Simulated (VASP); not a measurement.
**Cu (space group Fm-3m): computed properties**

Level of theory: r2SCAN+rVV10, VASP's PBE PAW potentials (set 64) (plane waves; VASP).

```yaml
space_group: Fm-3m (225)
cell: a = b = c = 3.5641 Å, α = β = γ = 90.00°
volume_per_atom: 11.32 Å³/atom
band gap (over mesh and band path): none (metal, semimetal or under 0.01 eV)
density: 9.32 g/cm³
```

Space group Fm-3m (No. 225); a = 3.564 Å, b = 3.564 Å, c = 3.564 Å, α = 90.00°, β = 90.00°, γ = 90.00°

```csv
atom,site,symmetry,x,y,z
Cu,4a,m-3m,0.0000,0.0000,0.0000
```
(The calculation used a cell of 1 atom; values per cell refer to that cell.)

The structure comes from a measured Cu entry (Fm-3m) of the Crystallography Open Database, whose conditions weren't checked. It was relaxed first. Symmetry was kept, so distortions that lower it aren't found.
